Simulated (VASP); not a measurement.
Wanted: the native input for a VASP 6.6.1 run.

```yaml
Task: relaxation of cell and atoms
Functional: PBEsol
Potentials_or_basis: VASP PAW PBE potentials, release 64 (W_sv, Au)
Cutoff: 600 eV
k_mesh: 6 × 6 × 6
Occupations: fermi-dirac, width 0.05 eV
Spin: no spin polarisation
Further_INCAR_settings: ALGO = Normal; EDIFF = 1e-06; IBRION = 2; EDIFFG = -0.01; NSW = 60; ISIF = 3
```

The structure of WAu lies in POSCAR:

```
WAu
1.0
    0.0000000000      2.9092100000      2.9092100000
    2.9092100000      0.0000000000      2.9092100000
    2.9092100000      2.9092100000      0.0000000000
W Au
1 1
Direct
    0.0000000000      0.0000000000      0.0000000000
    0.7500000000      0.7500000000      0.7500000000
```

The cell was built by a generator and needn't be a form met in nature.

The input as run:

INCAR

```
  ALGO = Normal
  EDIFF = 1E-6
  EDIFFG = -0.01
  ENCUT = 600
  GGA = PS
  IBRION = 2
  ISIF = 3
  ISMEAR = -1
  LASPH = T
  LCHARG = F
  LREAL = F
  LWAVE = F
  NELM = 60
  NSW = 60
  PREC = Accurate
  SIGMA = 0.05
```

KPOINTS

```
k-points
0
Gamma
  6 6 6
```

Potentials or basis: VASP PAW PBE potentials, release 64 (W_sv, Au).

Run with:

```console
$ cat potpaw_PBE.64/W_sv/POTCAR potpaw_PBE.64/Au/POTCAR > POTCAR
$ mpirun -np 1 vasp_std > vasp.out
```

It gave:

```json
{
 "Relaxed volume": "23.75 Å³/atom",
 "Relaxed cell": "a = 4.065 Å, b = 4.065 Å, c = 4.065 Å, α = 60.00°, β = 60.00°, γ = 60.00°",
 "Space group after relaxing (to 0.05 Å)": "F-43m (No. 216)",
 "Energy gained by relaxing": "13.5 meV/atom",
 "Ionic steps": "4",
 "Pressure after relaxing": "0.0 GPa",
 "Band gap on the k mesh": "none (metal or under the smearing width)"
}
```

Caveat: the PAW data sets were made with another functional, which shifts forces and pressure a little.

Wall time 22 s on 1 thread of Intel(R) Xeon(R) 6975P-C (Granite Rapids), on a shared host, peak memory 0.22 GiB.
